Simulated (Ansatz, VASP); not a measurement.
## Al2O3 (Corundum): VASP beside Ansatz

Wanted: the spread between two codes on one cell, functional and k mesh. The cell is taken from a series of runs on this material, whose earlier steps may have relaxed or scaled it; both programs get it as it stands.

Main program and level: Ansatz 0.2.0; plane waves, with VASP 6.6.1 beside it; single point at r2SCAN and single point at PBE.

## 1. The starting structure

It takes space group R-3c (No. 167, trigonal). Conventional cell: a = 4.759 Å, b = 4.759 Å, c = 12.996 Å, α = 90.00°, β = 90.00°, γ = 120.00°. Nearest to Al lie 6 O at 1.88 to 1.93 Å. O has 4 Al at 1.88 to 1.93 Å nearest. Farther neighbours and most contacts between anions are not listed.

As a file:

```cif
data_structure
_symmetry_space_group_name_H-M 'R-3c:H'
_symmetry_Int_Tables_number 167
_cell_length_a 4.7590
_cell_length_b 4.7590
_cell_length_c 12.9965
_cell_angle_alpha 90.000
_cell_angle_beta 90.000
_cell_angle_gamma 120.000
_cell_volume 254.91
loop_
_atom_site_label
_atom_site_type_symbol
_atom_site_symmetry_multiplicity
_atom_site_Wyckoff_symbol
_atom_site_fract_x
_atom_site_fract_y
_atom_site_fract_z
_atom_site_occupancy
Al1 Al 12 c 0.00000 0.00000 0.15000 1
O1 O 18 e 0.70000 0.70000 0.25000 1
```

## 2. VASP: single point, r2SCAN

With cell and atoms fixed, the geometry can't cause a difference; cores, projectors, grids and the points listed under the comparison can.

Lines of VASP's logs that name or quote its potential files are left out, and so is its time.

Contents of INCAR:

```
SYSTEM = Al2O3
PREC = Accurate
ENCUT = 670
EDIFF = 1E-06
NELM = 100
ISMEAR = 0
SIGMA = 0.03
LREAL = .FALSE.
ALGO = Normal
METAGGA = R2SCAN
LASPH = .TRUE.
NBANDS = 34
LORBIT = 11
LWAVE = .FALSE.
LCHARG = .FALSE.
KPAR = 4
ISIF = 2
```

Contents of POSCAR:

```
Al2O3
1.0
    2.3794853470      1.3737965056      4.3321625829
   -2.3794853470      1.3737965056      4.3321625829
    0.0000000000     -2.7475930112      4.3321625829
Al O
4 6
Direct
    0.1500000000      0.1500000000      0.1500000000
    0.3500000000      0.3500000000      0.3500000000
    0.8500000000      0.8500000000      0.8500000000
    0.6500000000      0.6500000000      0.6500000000
    0.9500000000      0.2500000000      0.5500000000
    0.5500000000      0.9500000000      0.2500000000
    0.2500000000      0.5500000000      0.9500000000
    0.0500000000      0.7500000000      0.4500000000
    0.4500000000      0.0500000000      0.7500000000
    0.7500000000      0.4500000000      0.0500000000
```

Contents of KPOINTS:

```
Automatic mesh
0
Gamma
6 6 6
0 0 0
```

PAW data sets: Al_GW and O_GW (PBE family, release 64).

Command:

```sh
$ mpirun -np 4 vasp_std
```

Numbers of over 12 decimals in the logs are rounded to 6 here.

Output:

```text
[banner, memory and clock lines left out]
running    4 mpi-ranks, on    1 nodes
 distrk:  each k-point on    1 cores,    4 groups
 distr:  one band on    1 cores,    1 groups

 POSCAR found type information on POSCAR AlO
 POSCAR found :  2 types and      10 ions
|                                                                             |
|               ----> ADVICE to this user running VASP <----                  |
|                                                                             |
|     You enforced a specific xc type in the INCAR file but a different       |
|     [... a line on the potential file left out ...]
|     I HOPE YOU KNOW WHAT YOU ARE DOING!                                     |
|                                                                             |

 LDA part: xc-table for (None), standard interpolation
 POSCAR, INCAR and KPOINTS ok, starting setup
 FFT: planning ... GRIDC
 FFT: planning ... GRID_SOFT
 FFT: planning ... GRID
 WAVECAR not read
 entering main loop
       N       E                     dE             d eps       ncg     rms          rms(c)
DAV:   1     0.561129476162E+03    0.56113E+03   -0.28263E+04  2176   0.176E+03
DAV:   2    -0.556948469564E+02   -0.61682E+03   -0.53989E+03  2652   0.751E+02
DAV:   3    -0.116772013512E+03   -0.61077E+02   -0.60441E+02  3304   0.194E+02
DAV:   4    -0.118244135910E+03   -0.14721E+01   -0.14674E+01  3184   0.326E+01
DAV:   5    -0.118287089094E+03   -0.42953E-01   -0.42937E-01  3152   0.513E+00    0.156E+01
DAV:   6    -0.959487591488E+02    0.22338E+02   -0.16807E+01  3576   0.268E+01    0.493E+00
DAV:   7    -0.961882635806E+02   -0.23950E+00   -0.24784E+00  3584   0.138E+01    0.335E+00
DAV:   8    -0.963067882948E+02   -0.11852E+00   -0.51252E-01  3460   0.102E+01    0.175E+00
DAV:   9    -0.962558612440E+02    0.50927E-01   -0.16747E-01  3584   0.478E+00    0.237E-01
DAV:  10    -0.962555254070E+02    0.33584E-03   -0.63716E-03  3344   0.738E-01    0.411E-02
DAV:  11    -0.962556299824E+02   -0.10458E-03   -0.14877E-04  3376   0.133E-01    0.212E-02
DAV:  12    -0.962556296440E+02    0.33837E-06   -0.54013E-05  3582   0.850E-02    0.117E-02
DAV:  13    -0.962556301612E+02   -0.51718E-06   -0.24670E-06  2352   0.213E-02
   1 F= -.96255630E+02 E0= -.96255630E+02  d E =-.323599E-22
```

Parts of OUTCAR (step 2):

```text
ion  position               nearest neighbor table
   1  0.150  0.150  0.150-   8 1.88   9 1.88  10 1.88   7 1.93   5 1.93   6 1.93
   2  0.350  0.350  0.350-  10 1.88   9 1.88   8 1.88   7 1.93   5 1.93   6 1.93
   3  0.850  0.850  0.850-   5 1.88   6 1.88   7 1.88   8 1.93  10 1.93   9 1.93
   4  0.650  0.650  0.650-   7 1.88   6 1.88   5 1.88   8 1.93  10 1.93   9 1.93
   5  0.950  0.250  0.550-   3 1.88   4 1.88   1 1.93   2 1.93
   6  0.550  0.950  0.250-   3 1.88   4 1.88   1 1.93   2 1.93
   7  0.250  0.550  0.950-   4 1.88   3 1.88   1 1.93   2 1.93
   8  0.050  0.750  0.450-   1 1.88   2 1.88   3 1.93   4 1.93
   9  0.450  0.050  0.750-   1 1.88   2 1.88   3 1.93   4 1.93
  10  0.750  0.450  0.050-   2 1.88   1 1.88   3 1.93   4 1.93

  LATTYP: Found a trigonal (rhomboedric) cell.
 ALAT       =     5.1300000000
 COS(alpha) =     0.5697099190

 Subroutine GETGRP returns: Found 12 space group operations
 (whereof  6 operations were pure point group operations)

The static configuration has the point symmetry S_6 .
 The point group associated with its full space group is D_3d.

 Found     32 irreducible k-points:

   k-points           NKPTS =     32   k-points in BZ     NKDIM =     32   number of bands    NBANDS=     34

   dimension x,y,z NGX =    48 NGY =   48 NGZ =   48
   dimension x,y,z NGXF=    96 NGYF=   96 NGZF=   96

   ENCUT  =  670.0 eV  49.24 Ry    7.02 a.u.  10.83 10.83 10.83*2*pi/ulx,y,z

   NELECT =      48.0000    total number of electrons

 k-points in reciprocal lattice and weights: Automatic mesh
   0.00000000  0.00000000  0.00000000       0.005
   0.16666667 -0.00000000 -0.00000000       0.028
   0.33333333  0.00000000  0.00000000       0.028
   0.50000000  0.00000000  0.00000000       0.014
   0.16666667  0.16666667 -0.00000000       0.028
   0.33333333  0.16666667  0.00000000       0.056
   0.50000000  0.16666667  0.00000000       0.056
  -0.33333333  0.16666667  0.00000000       0.056
  -0.16666667  0.16666667  0.00000000       0.028
[...]
-0.33333333  0.50000000  0.33333333       0.028
   0.50000000  0.50000000  0.50000000       0.005

 average (electrostatic) potential at core
       1 -52.7762       2 -52.7762       3 -52.7762       4 -52.7762       5 -71.8105
       6 -71.8105       7 -71.8105       8 -71.8105       9 -71.8105      10 -71.8105

 E-fermi :   4.8820

 k-point     1 :       0.0000    0.0000    0.0000
  band No.  band energies     occupation
    ...
     20       4.1682      2.00000
     21       4.1682      2.00000
     22       4.5777      2.00000
     23       4.6852      2.00000
     24       4.6852      2.00000
     25      11.8492      0.00000
     26      14.6418      0.00000
     27      16.7184      0.00000
     28      17.1664      0.00000
     29      17.3392      0.00000
    ...

 k-point     2 :       0.1667   -0.0000   -0.0000
  band No.  band energies     occupation
    ...
     20       3.8361      2.00000
     21       3.9322      2.00000
     22       4.3134      2.00000
     23       4.5684      2.00000
     24       4.6412      2.00000
     25      12.4686      0.00000
     26      15.1419      0.00000
     27      16.2222      0.00000
     28      16.7019      0.00000
     29      17.0741      0.00000
    ...

 k-point     3 :       0.3333    0.0000    0.0000
  band No.  band energies     occupation
    ...
     20       3.3926      2.00000
     21       3.7572      2.00000
     22       4.1284      2.00000
     23       4.4490      2.00000
     24       4.4736      2.00000
     25      13.7772      0.00000
     26      15.6530      0.00000
     27      15.7210      0.00000
     28      16.1313      0.00000
     29      16.6246      0.00000
    ...

  Total       -0.3460709     -0.3460709     -0.0512862      0.0000000      0.0000000     -0.0000000
  in kB       -6.5255067     -6.5255067     -0.9670520      0.0000000      0.0000000     -0.0000000
  external PRESSURE =      -4.6726885 kB  Pullay stress =       0.0000000 kB

  energy-cutoff  :      670.00
  volume of cell :       84.97
      direct lattice vectors                 reciprocal lattice vectors
     2.379485347  1.373796506  4.332162583     0.210129472  0.121318307  0.076943865
    -2.379485347  1.373796506  4.332162583    -0.210129472  0.121318307  0.076943865
     0.000000000 -2.747593011  4.332162583     0.000000000 -0.242636615  0.076943865

 POSITION                                       TOTAL-FORCE (eV/Angst)
 -----------------------------------------------------------------------------------
      0.00000      0.00000      1.94947         0.000000      0.000000     -0.567641
      0.00000      0.00000      4.54877         0.000000      0.000000      0.567641
      0.00000      0.00000     11.04701         0.000000      0.000000      0.567641
      0.00000      0.00000      8.44772         0.000000      0.000000     -0.567641
      1.66564      0.13738      7.58128        -0.408847     -0.708144     -0.000000
     -0.95179      1.37380      7.58128         0.817694     -0.000000     -0.000000
     -0.71385     -1.51118      7.58128        -0.408847      0.708144     -0.000000
     -1.66564     -0.13738      5.41520         0.408847      0.708144     -0.000000
      0.95179     -1.37380      5.41520        -0.817694     -0.000000     -0.000000
      0.71385      1.51118      5.41520         0.408847     -0.708144     -0.000000
 -----------------------------------------------------------------------------------
    total drift:                               -0.000000      0.000000      0.000000

  FREE ENERGIE OF THE ION-ELECTRON SYSTEM (eV)
  ---------------------------------------------------
  free  energy   TOTEN  =       -96.2556301612 eV

  energy  without entropy=      -96.2556301612  energy(sigma->0) =      -96.25563016

 total charge
# of ion       s       p       d       tot
------------------------------------------
    1        0.348   0.495   0.272   1.115
    2        0.348   0.495   0.272   1.115
    3        0.348   0.495   0.272   1.115
    4        0.348   0.495   0.272   1.115
    5        1.516   3.624   0.000   5.140
    6        1.516   3.624   0.000   5.140
    7        1.516   3.624   0.000   5.140
    8        1.516   3.624   0.000   5.140
    9        1.516   3.624   0.000   5.140
   10        1.516   3.624   0.000   5.140
--------------------------------------------------
tot         10.486  23.722   1.087  35.295

[... 3 further parts left out ...]
```

The run ends at a pressure of -0.47 GPa, with forces up to 0.82 eV/Å.

## 3. Ansatz: single point, r2SCAN

Ansatz runs on its default PAW (the set named soft_2) files.

The same cell, functional, mesh and smearing now go to Ansatz, which takes its cutoff from its data sets.

Contents of input.yaml:

```yaml
crystal:
  lattice:
    - [2.379485347, 1.3737965056, 4.3321625829]
    - [-2.379485347, 1.3737965056, 4.3321625829]
    - [0.0, -2.7475930112, 4.3321625829]
  atoms:
    - { symbol: Al, position: [0.15, 0.15, 0.15] }
    - { symbol: Al, position: [0.35, 0.35, 0.35] }
    - { symbol: Al, position: [0.85, 0.85, 0.85] }
    - { symbol: Al, position: [0.65, 0.65, 0.65] }
    - { symbol: O, position: [0.95, 0.25, 0.55] }
    - { symbol: O, position: [0.55, 0.95, 0.25] }
    - { symbol: O, position: [0.25, 0.55, 0.95] }
    - { symbol: O, position: [0.05, 0.75, 0.45] }
    - { symbol: O, position: [0.45, 0.05, 0.75] }
    - { symbol: O, position: [0.75, 0.45, 0.05] }
hamiltonian:
  xc: r2scan
  pseudopotentials: { kind: paw }
kpoints:
  mp_grid: { grid: [6, 6, 6] }
  band_path:
    path:
      - [0.0, 0.0, 0.0]
      - [0.14286, 0.0, 0.0]
      - [0.28571, 0.0, 0.0]
      - [0.5, 0.0, 0.0]
      - [0.5, 0.03339, -0.03339]
      - [0.5, 0.13355, -0.13355]
      - [0.5, 0.20032, -0.20032]
      - [0.72825, 0.5, 0.27175]
      - [0.65217, 0.5, 0.34783]
      - [0.53804, 0.5, 0.46196]
      - [0.5, 0.5, 0.5]
      - [0.35714, 0.35714, 0.35714]
      - [0.14286, 0.14286, 0.14286]
      - [0.0, 0.0, 0.0]
      - [0.05241, 0.0, -0.05241]
      - [0.10482, 0.0, -0.10482]
      - [0.20963, 0.0, -0.20963]
      - [0.36685, 0.0, -0.36685]
      - [0.61413, 0.38587, 0.0]
      - [0.55706, 0.44294, 0.0]
      - [0.51902, 0.48098, 0.0]
      - [0.5, 0.5, 0.0]
      - [0.55706, 0.55706, 0.10016]
      - [0.5951, 0.5951, 0.16693]
      - [0.63315, 0.63315, 0.23371]
      - [0.5951, 0.5951, 0.30979]
      - [0.53804, 0.53804, 0.42392]
      - [0.5, 0.5, 0.5]
      - [0.57608, 0.10482, 0.10482]
      - [0.65217, 0.20963, 0.20963]
      - [0.76629, 0.36685, 0.36685]
    npoints: 1
scf:
  occupations: { method: gaussian, width: 0.03 }
  n_extra_bands: 11
output:
  forces: true
  stress: true
  eigenvalues: true
```

Command:

```sh
$ ansatz run input.yaml --threads 4 --pin off --max-ram 9216MiB --backend cpu --events-out ev --progress --plain --runs-dir out
```

Output:

```text
scf.n_extra_bands = 11 over 24 filled bands (N_el = 48.0): the run solves 35 bands
Engine: ansatz 0.2.0, x86_64-unknown-linux-gnu
Pseudopotentials: kind: paw
Pseudopotential: Al, paw, valence charge 3, recommended cutoff 500 eV (meta_gga), Al.paw.azcp
Pseudopotential: O, paw, valence charge 6, recommended cutoff 500 eV (meta_gga), O.paw.azcp
Functional definition: r2SCAN
  parameter k0 = 0.174
  parameter k1 = 0.065
  parameter a1 = 4.9479
  exchange = r2scan_x(k0 = k0, k1 = k1, a1 = a1)
  correlation = r2scan_c
Crystal: 10 atoms, lattice volume = 84.969 Å³
Basis set: ecut = 500 eV, 2169 PW (Γ), exchange–correlation on 160×160×160 points (64 copies of the dense FFT grid, shifted against one another)
Bands: 35, of which v1, the nominal top of the filled ones, is band 24 counted from 1 (23 counted from 0)
Symmetry: 12 space group operations
Space group: R-3c (ITA 167), of the structure as read, at distance tolerance 4.4e-5 Å
k-points: 32 of 216
Non-local potential: Al, projectors of the file, l = 0: 2, l = 1: 2, l = 2: 1
Non-local potential: O, projectors of the file, l = 0: 2, l = 1: 2, l = 2: 1
PAW form: soft (Blöchl's): semilocal exchange-correlation on the pseudo side does not see the compensation charge
PAW frozen core: Al, regenerated for the run's functional (the file was generated under x = pbe(κ = 0.804, μ = 0.219515), c = pbe(β = 0.066725))
PAW frozen core: O, regenerated for the run's functional (the file was generated under x = pbe(κ = 0.804, μ = 0.219515), c = pbe(β = 0.066725))
PAW one-centre angular grid: Al, 302 points (default); XC on 160 Gauss nodes
PAW one-centre angular grid: O, 302 points (default); XC on 160 Gauss nodes
Initial density: superposition of atomic densities (neutral atoms: chi_scale 0, normalization atom), corrected by the library's trained network
Initial wavefunctions: pseudopotential atomic-orbital guess
Functional: x = r2scan, c = r2scan; τ floored in thin density (d = 2e-4 eV/Å³)
SCF iter   1: F=—  HF=-5589.994788 eV  |F-HF|=—  |Δ(HF+E_count)|=         —  Δρ=7.97e-3  dr2=5.04e-2  dr2_τ=6.38e-1  ethr=1.77e-3  ⟨swp⟩=7.7  Hψ=6171  notcnv=0  defer=24
preconditioner: auto → Resta (q_TF=auto, 2.481 Å⁻¹)  ε∞=3.1  [insulator: Δε(μ)=7.099 eV  Ē_g=19.272 eV  σ=0.030 eV  W_gap=1.00  n_scr=20 (ndim 8)  ℏωp=27.9 eV  f_vac=0.000  D(μ)=0.00/eV (n_scr^D=0)  ε∞_Penn≈3.1]
SCF iter   2: F=—  HF=-5590.527444 eV  |F-HF|=—  |Δ(HF+E_count)|=   5.33e-1  Δρ=5.79e-3  dr2=2.16e-2  dr2_τ=9.81e-4  ethr=1.05e-4  ⟨swp⟩=3.2  Hψ=2578  notcnv=0  defer=147
SCF iter   3: F=—  HF=-5590.524692 eV  |F-HF|=—  |Δ(HF+E_count)|=   2.75e-3  Δρ=2.44e-3  dr2=4.03e-3  dr2_τ=2.45e-4  ethr=4.51e-5  ⟨swp⟩=2.6  Hψ=1897  notcnv=0  defer=147
SCF iter   4: F=—  HF=-5590.523993 eV  |F-HF|=—  |Δ(HF+E_count)|=   6.99e-4  Δρ=6.87e-4  dr2=3.95e-4  dr2_τ=5.39e-5  ethr=8.40e-6  ⟨swp⟩=2.0  Hψ=1904  notcnv=0  defer=147
SCF iter   5: F=—  HF=-5590.523943 eV  |F-HF|=—  |Δ(HF+E_count)|=   5.00e-5  Δρ=3.24e-4  dr2=8.86e-5  dr2_τ=1.46e-6  ethr=8.22e-7  ⟨swp⟩=2.0  Hψ=1697  notcnv=0  defer=147
SCF iter   6: F=—  HF=-5590.523927 eV  |F-HF|=—  |Δ(HF+E_count)|=   1.61e-5  Δρ=9.68e-5  dr2=7.76e-6  dr2_τ=1.48e-7  ethr=1.85e-7  ⟨swp⟩=2.0  Hψ=1682  notcnv=0  defer=147
SCF iter   7: F=—  HF=-5590.523925 eV  |F-HF|=—  |Δ(HF+E_count)|=   1.50e-6  Δρ=1.23e-5  dr2=1.25e-7  dr2_τ=2.59e-9  ethr=1.62e-8  ⟨swp⟩=2.0  Hψ=1549  notcnv=0  defer=147
SCF iter   8: F=-5590.523925 eV  HF=-5590.523925 eV  |F-HF|=9.56e-10  |Δ(HF+E_count)|=   2.52e-8  Δρ=1.58e-6  dr2=1.93e-9  dr2_τ=1.23e-10  ethr=2.08e-10  ⟨swp⟩=11.5  Hψ=5364  notcnv=0
SCF 1 converged in 8 iterations: F = -5590.523925 eV  dr2 = 1.93e-9
  greatest PAW one-centre occupation: 0.866 electrons in one spin orbital (limit 2), on the O atom at site 9 (counted from 0), in its partial waves of l = 0
NSCF: frozen V_eff on 31 k-points
SCF converged after 8 iterations
Free energy (F): -5590.523925 eV
Harris-Foulkes:  -5590.523925 eV  (|F-HF|=9.56e-10)
Internal energy: -5590.523925 eV  (E = F + TS)
E sigma→0 (E₀):  -5590.523925 eV
Fermi energy:    10.884108 eV
--- Per-component energies (eV) ---
  E_band       = 33.442890
  E_kinetic    = 1194.187390
  E_local      = -2004.902441  (includes V_loc(G=0)·N_el)
  E_nonlocal   = 318.410542
  E_hartree    = 749.474403
  E_xc         = -601.742978
  E_vxc        = -779.415443  (∫ρ·V_xc dr)
  E_paw        = -2856.796299  (= ΣΔE_a)
  E_vpaw       = -241.016792  (= ΣTr[D̂ρ^β])
  E_aug_tail   = 0.006107  (compensation charges beyond the density's cutoff)
  E_vtau       = 47.222612  (kinetic-family band-sum trace: ∫τ·v_τ [+ j·A + Jᵃ·Aᵃ] dr)
  E_ewald      = -2388.728572
  E_core_change = -0.432078  (= ΣΔE_core)
  E_smearing   = -0.000000  (= −TS)
  E_closure    = 0.000000  (closes the sum)
  Σ components = -5590.523925   (vs F -5590.523925, Δ=0.00e0)
--- Forces (eV/Å), atoms counted from 1 ---
  atom   1  Al     0.00000000    -0.00000000    -0.58185885
  atom   2  Al     0.00000000     0.00000000     0.58185885
  atom   3  Al    -0.00000000     0.00000000     0.58185885
  atom   4  Al    -0.00000000    -0.00000000    -0.58185885
  atom   5  O     -0.41840566    -0.72469986    -0.00000000
  atom   6  O      0.83681132     0.00000000     0.00000000
  atom   7  O     -0.41840566     0.72469986     0.00000000
  atom   8  O      0.41840566     0.72469986     0.00000000
  atom   9  O     -0.83681132     0.00000000    -0.00000000
  atom  10  O      0.41840566    -0.72469986    -0.00000000
  max |Σ_I F_I| component: 2.23e-16 eV/Å
--- Stress (GPa, compression-positive) ---
        0.761864      -0.000000      -0.000000
       -0.000000       0.761864       0.000000
       -0.000000       0.000000       1.318104
  P = ⅓ Tr σ = 0.9473 GPa (9.473 kbar)
--- Band table (eV; the first three rows and the last of 32) ---
  k-point 0: bands = [... 20 lower, 6.7739, 7.1916, 7.2985, 7.2985, 14.4696, 17.2822, 19.3963, 19.7882, ... 7 higher]
  k-point 1: bands = [... 20 lower, 6.5398, 6.9231, 7.1794, 7.2527, 15.0888, 17.7806, 18.8876, 19.3271, ... 7 higher]
  k-point 2: bands = [... 20 lower, 6.3674, 6.7365, 7.0580, 7.0829, 16.3974, 18.3090, 18.3550, 18.7651, ... 7 higher]
  k-point 31: bands = [... 20 lower, 6.9731, 6.9731, 6.9731, 6.9731, 16.8882, 16.8882, 19.7616, 19.7616, ... 7 higher]
```

## 4. Comparison

Known differences besides the PAW data sets themselves: VASP keeps PBE cores, Ansatz makes them for the functional; the cutoff is 500 eV in Ansatz and 670 eV in VASP. Total energies have different zeros and are not compared.

Both answers:

| quantity | Ansatz | VASP | difference |
| --- | --- | --- | --- |
| pressure (GPa) | 0.95 | -0.47 | +1.41 |
| gap on the k mesh (eV) | 7.171 | 7.164 | +0.007 |

Forces (eV/Å; atoms numbered as in POSCAR):

| atom | Ansatz x, y, z | VASP x, y, z |
| --- | --- | --- |
| Al1 | 0.000, 0.000, -0.582 | 0.000, 0.000, -0.568 |
| Al2 | 0.000, 0.000, 0.582 | 0.000, 0.000, 0.568 |
| Al3 | 0.000, 0.000, 0.582 | 0.000, 0.000, 0.568 |
| Al4 | 0.000, 0.000, -0.582 | 0.000, 0.000, -0.568 |
| O5 | -0.418, -0.725, 0.000 | -0.409, -0.708, 0.000 |
| O6 | 0.837, 0.000, 0.000 | 0.818, 0.000, 0.000 |
| O7 | -0.418, 0.725, 0.000 | -0.409, 0.708, 0.000 |
| O8 | 0.418, 0.725, 0.000 | 0.409, 0.708, 0.000 |
| O9 | -0.837, 0.000, 0.000 | -0.818, 0.000, 0.000 |
| O10 | 0.418, -0.725, 0.000 | 0.409, -0.708, 0.000 |

The forces differ by 10.0 meV/Å r.m.s., which is 2.4 % of the r.m.s. force of 0.42 eV/Å (both taken over all components). Ansatz's pressure holds a Pulay correction of 0.08 GPa; VASP's holds none.

## 5. Further runs

The difference is large enough to ask for its cause, so further runs change the set-up of one program at a time, as the table lists.

| run | difference in pressure (GPa) |
| --- | --- |
| as above | 1.4 |
| VASP with the data sets Al and O_h and a cutoff of 1230 eV | 0.96 |

(Part 1 of 2 ends here.)

[Lines on the potential files, build, host, timing and source positions are cut from VASP's logs without a mark.]

[Logs are printed without paths, hosts, clocks, repeated set-up lines and the standing remarks that a program may print on its own settings, such as how far it seeks lower states.]

[Hosts, paths, dates, database ids (printed as entryN), source tags and the programs' standing remarks are cut or masked in the printed files.]
